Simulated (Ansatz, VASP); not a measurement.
# BN: VASP beside Ansatz

Aim: how closely do two programs agree when they are given the same cell, functional and k mesh? The cell is taken from a series of runs on this material, whose earlier steps may have relaxed, scaled, displaced or heated it; both programs get it as it stands.

Program: Ansatz 0.2.0. Level of theory: plane waves, with VASP 6.6.1 beside it; zone-centre phonons at PBE with D3(BJ). Results are calculated unless marked as measured.

## (1) The starting structure

It takes space group F-43m (No. 216, cubic). Conventional cell: a = 3.588 Å, b = 3.588 Å, c = 3.588 Å, α = 90.00°, β = 90.00°, γ = 90.00°. Nearest to B lie 4 N at 1.55 Å. Nearest to N lie 4 B at 1.55 Å. Farther neighbours and most contacts between anions are not listed.

Coordinates:

```
B N
1.0
     0.00000    1.79420    1.79420
     1.79420    0.00000    1.79420
     1.79420    1.79420    0.00000
B N
1 1
Direct
  0.00000 0.00000 0.00000
  0.75000 0.75000 0.75000
```

## (2) VASP: zone-centre phonons, PBE with D3(BJ), pair 1

Second derivatives magnify differences that forces hide, and they need a tight electronic threshold.

Lines of VASP's logs that name or quote its potential files are left out, and so is its time.

INCAR reads:

```
SYSTEM = BN
PREC = Accurate
ENCUT = 600
EDIFF = 1E-08
NELM = 120
ISMEAR = 0
SIGMA = 0.01
LREAL = .FALSE.
ALGO = Normal
GGA = PE
IVDW = 12
NBANDS = 10
LORBIT = 11
LWAVE = .FALSE.
LCHARG = .FALSE.
ISIF = 2
IBRION = 6
NFREE = 2
POTIM = 0.015
NSW = 1
LASPH = .TRUE.
GGA_COMPAT = .FALSE.
EFERMI = MIDGAP
```

POSCAR reads:

```
BN
1.0
    0.0000000000      1.7942025517      1.7942025517
    1.7942025517      0.0000000000      1.7942025517
    1.7942025517      1.7942025517      0.0000000000
B N
1 1
Direct
    0.0000000000      0.0000000000      0.0000000000
    0.7500000000      0.7500000000      0.7500000000
```

KPOINTS reads:

```
Automatic mesh
0
Gamma
10 10 10
0 0 0
```

Potentials, in the order of the species: B and N (PBE family, release 64).

Command:

```bash
$ mpirun -np 1 vasp_std
```

Numbers of over 12 decimals in the logs are rounded to 6 here.

Output:

```text
[banner, memory and clock lines left out]
running    1 mpi-ranks, on    1 nodes
 distrk:  each k-point on    1 cores,    1 groups
 distr:  one band on    1 cores,    1 groups

 POSCAR found type information on POSCAR B N
 POSCAR found :  2 types and       2 ions
 LDA part: xc-table for (Slater+PW92), standard interpolation
 POSCAR, INCAR and KPOINTS ok, starting setup
 FFT: planning ... GRIDC
 FFT: planning ... GRID_SOFT
 FFT: planning ... GRID
 WAVECAR not read
 entering main loop
       N       E                     dE             d eps       ncg     rms          rms(c)
DAV:   1     0.172826619588E+02    0.17283E+02   -0.55251E+03   964   0.897E+02
DAV:   2    -0.177740106705E+02   -0.35057E+02   -0.34312E+02  1124   0.206E+02
DAV:   3    -0.184408741864E+02   -0.66686E+00   -0.66609E+00  1146   0.246E+01
DAV:   4    -0.184417435155E+02   -0.86933E-03   -0.86931E-03  1036   0.952E-01
DAV:   5    -0.184417443365E+02   -0.82101E-06   -0.82101E-06  1086   0.304E-02    0.681E+00
DAV:   6    -0.175351671364E+02    0.90658E+00   -0.30088E+00  1140   0.116E+01    0.333E+00
DAV:   7    -0.174553838820E+02    0.79783E-01   -0.10720E-01  1030   0.291E+00    0.193E+00
DAV:   8    -0.174403651425E+02    0.15019E-01   -0.38763E-02  1052   0.156E+00    0.209E-01
DAV:   9    -0.174405978335E+02   -0.23269E-03   -0.78347E-04  1006   0.272E-01    0.799E-02
DAV:  10    -0.174406723744E+02   -0.74541E-04   -0.11042E-04  1040   0.101E-01    0.153E-02
DAV:  11    -0.174406771588E+02   -0.47844E-05   -0.80612E-06  1100   0.252E-02    0.926E-03
DAV:  12    -0.174406771958E+02   -0.36949E-07   -0.14988E-06  1066   0.951E-03    0.635E-04
DAV:  13    -0.174406771965E+02   -0.72578E-09   -0.25531E-08  1048   0.168E-03
   1 F= -.17868424E+02 E0= -.17868424E+02  d E =0.000000E+00
[...]
2 F= -.17865544E+02 E0= -.17865544E+02  d E =0.000000E+00
[...]
3 F= -.17865544E+02 E0= -.17865544E+02  d E =0.000000E+00
[...]
4 F= -.17865545E+02 E0= -.17865545E+02  d E =0.000000E+00
 Finite differences progress:
  Degree of freedom:   2/  2
  Displacement:        1/  2
  Total:               3/  4
 bond charge predicted
       N       E                     dE             d eps       ncg     rms          rms(c)
DAV:   1    -0.174394346779E+02   -0.16359E-02   -0.24168E+00  3446   0.117E+01    0.344E-01
DAV:   2    -0.174384787606E+02    0.95592E-03   -0.11991E-02  3942   0.118E+00    0.186E-01
DAV:   3    -0.174377959618E+02    0.68280E-03   -0.23734E-03  3712   0.407E-01    0.363E-02
DAV:   4    -0.174378004972E+02   -0.45354E-05   -0.11999E-04  3886   0.113E-01    0.248E-02
DAV:   5    -0.174377987809E+02    0.17164E-05   -0.50671E-06  3768   0.214E-02    0.188E-03
DAV:   6    -0.174377987678E+02    0.13017E-07   -0.34307E-07  3868   0.545E-03    0.163E-03
DAV:   7    -0.174377987733E+02   -0.54189E-08   -0.21979E-08  3566   0.141E-03
   5 F= -.17865545E+02 E0= -.17865545E+02  d E =0.000000E+00
 Finite differences progress:
  Degree of freedom:   2/  2
  Displacement:        2/  2
  Total:               4/  4
```

From OUTCAR (step 2):

```text
ion  position               nearest neighbor table
   1  0.000  0.000  0.000-   2 1.55   2 1.55   2 1.55   2 1.55
   2  0.750  0.750  0.750-   1 1.55   1 1.55   1 1.55   1 1.55

  LATTYP: Found a face centered cubic cell.
 ALAT       =     3.5884051034

 Subroutine GETGRP returns: Found 24 space group operations
 (whereof 24 operations were pure point group operations)

The static configuration has the point symmetry T_d .

 Found     47 irreducible k-points:

   k-points           NKPTS =     47   k-points in BZ     NKDIM =     47   number of bands    NBANDS=     10

   dimension x,y,z NGX =    20 NGY =   20 NGZ =   20
   dimension x,y,z NGXF=    40 NGYF=   40 NGZF=   40

   ENCUT  =  600.0 eV  44.10 Ry    6.64 a.u.   5.07  5.07  5.07*2*pi/ulx,y,z

   NELECT =       8.0000    total number of electrons

 k-points in reciprocal lattice and weights: Automatic mesh
   0.00000000  0.00000000  0.00000000       0.001
   0.10000000  0.00000000  0.00000000       0.008
   0.20000000  0.00000000  0.00000000       0.008
   0.30000000  0.00000000  0.00000000       0.008
   0.40000000  0.00000000  0.00000000       0.008
   0.50000000  0.00000000  0.00000000       0.004
   0.10000000  0.10000000  0.00000000       0.006
   0.20000000  0.10000000  0.00000000       0.024
   0.30000000  0.10000000  0.00000000       0.024
[...]
-0.30000000  0.40000000  0.20000000       0.024
  -0.30000000  0.50000000  0.20000000       0.012

 Edisp (eV)   -0.42775

 average (electrostatic) potential at core
       1 -24.1660       2 -60.1289

 E-fermi :   9.9854

 k-point     1 :       0.0000    0.0000    0.0000
  band No.  band energies     occupation
      1     -12.8071      2.00000
      2       7.5377      2.00000
      3       7.6801      2.00000
      4       7.8134      2.00000
      5      16.4954      0.00000
      6      16.5995      0.00000
      7      16.7193      0.00000
      8      18.3916      0.00000
      9      32.8472      0.00000
    ...

 k-point     2 :       0.1000    0.0000    0.0000
  band No.  band energies     occupation
      1     -12.5595      2.00000
      2       6.4565      2.00000
      3       7.2830      2.00000
      4       7.4730      2.00000
      5      16.8381      0.00000
      6      16.9871      0.00000
      7      17.1130      0.00000
      8      19.1368      0.00000
      9      32.4796      0.00000
    ...

 k-point     3 :       0.2000    0.0000    0.0000
  band No.  band energies     occupation
      1     -11.8299      2.00000
      2       3.6760      2.00000
      3       6.7086      2.00000
      4       6.8962      2.00000
      5      17.3279      0.00000
      6      17.7228      0.00000
      7      17.9311      0.00000
      8      20.7519      0.00000
      9      31.5972      0.00000
    ...

 Edisp (eV)   -0.42775

  Total       0.43268     0.43551     0.43551     0.00000    -0.04435     0.00000
  in kB      60.01132    60.40414    60.40414     0.00000    -6.15079     0.00000
  external pressure =       60.27 kB  Pullay stress =        0.00 kB

  energy-cutoff  :      600.00
  volume of cell :       11.55
      direct lattice vectors                 reciprocal lattice vectors
     0.000000000  1.794202552  1.794202552    -0.278675337  0.278675337  0.278675337
     1.794202552  0.000000000  1.794202552     0.278675337 -0.278675337  0.278675337
     1.794202552  1.794202552  0.000000000     0.278675337  0.278675337 -0.278675337

 POSITION                                       TOTAL-FORCE (eV/Angst)
 -----------------------------------------------------------------------------------
      0.00000      0.00000      0.00000        -0.383795      0.000000      0.000000
      2.67630      2.69130      2.69130         0.383795      0.000000      0.000000
 -----------------------------------------------------------------------------------
    total drift:                               -0.000123     -0.000001     -0.000001

  FREE ENERGIE OF THE ION-ELECTRON SYSTEM (eV)
  ---------------------------------------------------
  free  energy   TOTEN  =       -17.8655452139 eV

  energy  without entropy=      -17.8655452139  energy(sigma->0) =      -17.86554521

 Eigenvectors and eigenvalues of the dynamical matrix
 ----------------------------------------------------

   1 f  =   32.017535 THz   201.172106 2PiTHz 1067.990010 cm-1   132.413826 meV
             X         Y         Z           dx          dy          dz
      0.000000  0.000000  0.000000     0.251168    0.653709   -0.271856
      2.691304  2.691304  2.691304    -0.220688   -0.574380    0.238866

   2 f  =   32.017535 THz   201.172106 2PiTHz 1067.990010 cm-1   132.413826 meV
             X         Y         Z           dx          dy          dz
      0.000000  0.000000  0.000000    -0.648806    0.097079   -0.365995
      2.691304  2.691304  2.691304     0.570073   -0.085298    0.321581

   3 f  =   32.017535 THz   201.172106 2PiTHz 1067.990010 cm-1   132.413826 meV
             X         Y         Z           dx          dy          dz
      0.000000  0.000000  0.000000     0.283358   -0.357165   -0.597050
      2.691304  2.691304  2.691304    -0.248972    0.313823    0.524597

   4 f/i=    0.001401 THz     0.008803 2PiTHz    0.046736 cm-1     0.005795 meV
             X         Y         Z           dx          dy          dz
      0.000000  0.000000  0.000000    -0.431638    0.491415    0.088732
      2.691304  2.691304  2.691304    -0.491252    0.559285    0.100987

   5 f/i=    0.001401 THz     0.008803 2PiTHz    0.046736 cm-1     0.005795 meV
             X         Y         Z           dx          dy          dz
      0.000000  0.000000  0.000000    -0.080133   -0.183929    0.628826
      2.691304  2.691304  2.691304    -0.091200   -0.209332    0.715674

   6 f/i=    0.001401 THz     0.008803 2PiTHz    0.046736 cm-1     0.005795 meV
             X         Y         Z           dx          dy          dz
      0.000000  0.000000  0.000000     0.492890    0.400444    0.179938
      2.691304  2.691304  2.691304     0.560964    0.455749    0.204790

 ELASTIC MODULI CONTR FROM IONIC RELAXATION (kBar)
 Direction    XX          YY          ZZ          XY          YZ          ZX
 --------------------------------------------------------------------------------
 XX          -0.0000     -0.0000      0.0000      0.0000     -0.0000      0.0000
 YY          -0.0000     -0.0000      0.0000      0.0000      0.0000     -0.0000
 ZZ           0.0000      0.0000     -0.0000     -0.0000      0.0000      0.0000
 XY           0.0000      0.0000     -0.0000    -47.4172      0.0000      0.0000
 YZ          -0.0000      0.0000      0.0000      0.0000    -47.4172     -0.0000
 ZX           0.0000     -0.0000      0.0000      0.0000     -0.0000    -47.4172
 --------------------------------------------------------------------------------

 total charge
# of ion       s       p       d       tot
------------------------------------------
    1        0.685   1.393   0.000   2.077
    2        1.213   2.774   0.000   3.987
--------------------------------------------------
tot          1.898   4.167   0.000   6.064

[... 3 further parts left out ...]
```

CONTCAR:

```
BN
   1.00000000000000
     0.0000000000000000    1.7942025517000000    1.7942025517000000
     1.7942025517000000    0.0000000000000000    1.7942025517000000
     1.7942025517000000    1.7942025517000000    0.0000000000000000
  B               N
     1     1
Direct
     0.0000000000000000    0.0000000000000000    0.0000000000000000
     0.7541801300488029    0.7458198699511971    0.7458198699511971
```

Levels, forces or a CONTCAR printed for this step are those of its last displaced cell, not of the structure at rest.

## (3) Ansatz: zone-centre phonons, PBE with D3(BJ), pair 1

Ansatz runs on its default PAW (the set named soft_2) files.

The same cell, functional and mesh now go to Ansatz, which takes its cutoff from its data sets.

input.yaml reads:

```yaml
crystal:
  lattice:
    - [0.0, 1.7942025517, 1.7942025517]
    - [1.7942025517, 0.0, 1.7942025517]
    - [1.7942025517, 1.7942025517, 0.0]
  atoms:
    - { symbol: B, position: [0.0, 0.0, 0.0] }
    - { symbol: "N", position: [0.75, 0.75, 0.75] }
kpoints:
  mp_grid: { grid: [10, 10, 10] }
hamiltonian:
  xc: pbe
  dispersion: d3bj
scf:
  occupations: { method: fixed }
output:
  eigenvalues: true
phonons:
  method: dfpt
```

Command:

```bash
$ ansatz run input.yaml --threads 4 --pin off --max-ram 7168MiB --backend cpu --events-out ev --progress --plain --runs-dir out
```

Output:

```text
zone centre: on kpoints.mp_grid the ground state, and the responses unless they are solved on pairs of k-points, stand on 102 of the mesh's 1000 k-points, reduced under 8 symmetry operations, with k and −k counted as one. Each operation leaves every solved displacement unchanged or reverses it
Engine: ansatz 0.2.0, x86_64-unknown-linux-gnu
Pseudopotentials: kind: paw
Pseudopotential: B, paw, valence charge 3, recommended cutoff 420 eV (normal), B.paw.azcp
Pseudopotential: N, paw, valence charge 5, recommended cutoff 420 eV (normal), N.paw.azcp
Functional definition: PBE
  parameter kappa = 0.804
  parameter beta = 0.066725
  exchange = pbe_x(kappa = kappa, mu = beta*pi^2/3)
  correlation = pbe_c(beta = beta)
Crystal: 2 atoms, lattice volume = 11.552 Å³
Basis set: ecut = 420 eV, 229 PW (Γ), exchange–correlation on 36×36×36 points (8 copies of the dense FFT grid, shifted against one another)
Bands: 8, of which v1, the nominal top of the filled ones, is band 4 counted from 1 (3 counted from 0)
Symmetry: 24 space group operations
k-points: 102 of 1000 (irreducible under 8 space group operations, time reversal used)
Non-local potential: B, projectors of the file, l = 0: 2, l = 1: 2, l = 2: 1
Non-local potential: N, projectors of the file, l = 0: 2, l = 1: 2, l = 2: 1
PAW form: soft (Blöchl's): semilocal exchange-correlation on the pseudo side does not see the compensation charge
PAW one-centre angular grid: B, 110 points (default); XC on 64 Gauss nodes
PAW one-centre angular grid: N, 110 points (default); XC on 64 Gauss nodes
Initial density: superposition of atomic densities (neutral atoms: chi_scale 0, normalization atom), corrected by the library's trained network
Initial wavefunctions: pseudopotential atomic-orbital guess
Functional: x = pbe(κ = 0.804, μ = 0.219515), c = pbe(β = 0.066725)
SCF iter   1: F=—  HF=-542.690547 eV  |F-HF|=—  |Δ(HF+E_count)|=         —  Δρ=1.51e-3  dr2=9.22e-5  ethr=1.77e-3  ⟨swp⟩=3.9  Hψ=4638  notcnv=0  defer=165
preconditioner: auto → none  [insulator: Δε(μ)=4.489 eV  Ē_g=20.330 eV  n_scr=0 (ndim 8)  ℏωp=30.9 eV  f_vac=0.000  ε∞_Penn≈3.3]
SCF iter   2: F=—  HF=-542.690734 eV  |F-HF|=—  |Δ(HF+E_count)|=   1.87e-4  Δρ=8.20e-4  dr2=2.17e-5  ethr=1.15e-6  ⟨swp⟩=2.0  Hψ=2230  notcnv=0  defer=177
SCF iter   3: F=—  HF=-542.690814 eV  |F-HF|=—  |Δ(HF+E_count)|=   7.96e-5  Δρ=3.16e-4  dr2=9.23e-6  ethr=2.72e-7  ⟨swp⟩=2.1  Hψ=1374  notcnv=0  defer=148
SCF iter   4: F=—  HF=-542.690814 eV  |F-HF|=—  |Δ(HF+E_count)|=   1.72e-7  Δρ=3.02e-5  dr2=2.53e-8  ethr=1.15e-7  ⟨swp⟩=2.5  Hψ=1257  notcnv=0
SCF iter   5: F=—  HF=-542.690813 eV  |F-HF|=—  |Δ(HF+E_count)|=   1.04e-6  Δρ=1.16e-5  dr2=3.63e-9  ethr=3.16e-10  ⟨swp⟩=2.0  Hψ=1171  notcnv=0
SCF iter   6: F=-542.690813 eV  HF=-542.690813 eV  |F-HF|=3.75e-12  |Δ(HF+E_count)|=   1.07e-8  Δρ=5.95e-7  dr2=1.44e-11  ethr=1.25e-12  ⟨swp⟩=5.1  Hψ=4779  notcnv=0
SCF 1 converged in 6 iterations: F = -542.690813 eV  dr2 = 1.44e-11
  greatest PAW one-centre occupation: 0.789 electrons in one spin orbital (limit 2), on the N atom at site 1 (counted from 0), in its partial waves of l = 0
DFPT response loops at Γ: preconditioner auto → none (the input reference at scf.mixing.eps_inf says where Resta's filter doesn't serve); β = 0.50; Broyden in place of MSR1
SCF converged after 6 iterations
Free energy (F): -542.690813 eV
Harris-Foulkes:  -542.690813 eV  (|F-HF|=3.75e-12)
Internal energy: -542.690813 eV  (E = F + TS)
E sigma→0 (E₀):  -542.690813 eV
Fermi energy:    11.542473 eV
--- Per-component energies (eV) ---
  E_band       = 28.422399
  E_kinetic    = 186.946494
  E_local      = -173.122634  (includes V_loc(G=0)·N_el)
  E_nonlocal   = 56.776993
  E_hartree    = 48.536165
  E_xc         = -93.774151
  E_vxc        = -116.660355  (∫ρ·V_xc dr)
  E_paw        = -206.585207  (= ΣΔE_a)
  E_vpaw       = -22.590537  (= ΣTr[D̂ρ^β])
  E_aug_tail   = 0.000103  (compensation charges beyond the density's cutoff)
  E_ewald      = -361.040761
  E_disp       = -0.427815  (pairwise vdW)
  E_smearing   = -0.000000  (= −TS)
  E_closure    = -0.000000  (closes the sum)
  Σ components = -542.690813   (vs F -542.690813, Δ=0.00e0)
--- Band table (eV; the first three rows and the last of 102) ---
  k-point 0: bands = ["-8.9458", "11.5425", "11.5425", "11.5425", "20.4771", "20.4771", "20.4771", "22.2229"]
  k-point 1: bands = ["-8.6983", "10.2525", "11.2804", "11.2804", "20.7872", "20.8697", "20.8697", "22.9982"]
  k-point 2: bands = ["-7.9690", "7.4935", "10.6963", "10.6963", "21.2139", "21.6801", "21.6801", "24.6383"]
  k-point 101: bands = ["-2.9306", "3.5142", "4.8145", "5.0179", "20.4028", "24.7603", "25.9291", "27.8544"]
--- Phonons (Γ-DFPT): 2 representative perturbations + reference, on 102 of 1000 k-points (Σ response iterations 6) ---
  k mesh reduced under 8 symmetry operations, with k and −k counted as one. Each operation leaves every solved displacement unchanged or reverses it
  ASR residual: 1.868e-4 → 0.000e0 eV/Å²; symmetrization residual: 7.544e-7 eV/Å²
  pairwise dispersion correction: d3bj (s6 = 1.0, s8 = 0.7875, a1 = 0.4289, a2_bohr = 4.4407), with the weights of each atom's references fixed at the reference crystal's, and the forces and stress that the weights' published response gives there kept as a pressure on the atom's counted neighbours (hamiltonian.dispersion)
  ASR residual per site (eV/Å²): 1.96e-5 1.87e-4
  Γ frequencies (cm⁻¹): 0.00 0.00 0.00 1065.51 1065.51 1065.51
  non-analytic LO–TO correction: not included (Born effective charges unavailable; polar crystals: no LO–TO splitting at Γ)
```

The column dr2 measures how far the density is from self-consistency, as an energy; F and HF (Harris–Foulkes) agree once it is small.

(Part 1 of 2 ends here.)

[Lines on the potential files, build, host, timing and source positions are cut from VASP's logs without a mark.]

[Logs are printed without paths, hosts, clocks, repeated set-up lines and the standing remarks that a program may print on its own settings, such as how far it seeks lower states.]

[Hosts, paths, dates, database ids (printed as entryN), source tags and the programs' standing remarks are cut or masked in the printed files.]
